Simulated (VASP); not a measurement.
Here is the system:

```
K2S
1.0
    0.00000     3.76175     3.76175
    3.76175     0.00000     3.76175
    3.76175     3.76175     0.00000
K S
2 1
Direct
  0.25000   0.25000   0.25000
  0.75000   0.75000   0.75000
  0.00000   0.00000   0.00000
```

Level of theory: PW91 GGA, VASP's PBE PAW potentials (set 64) (plane waves; VASP). Numerical set-up: 520 eV cut-off, 5×5×5 Γ-centred mesh, Gaussian smearing of 0.050 eV, potentials K_sv S.

Q: What does the run give for the energy per atom (σ→0)?

A: 
The energy per atom (σ→0) comes out as -3.172 eV/atom.

Only differences to runs with the same potentials and settings are physical.

The compound is K2S in the antifluorite structure. This cell is one point of a volume scan, at 1.03 of the reference volume.
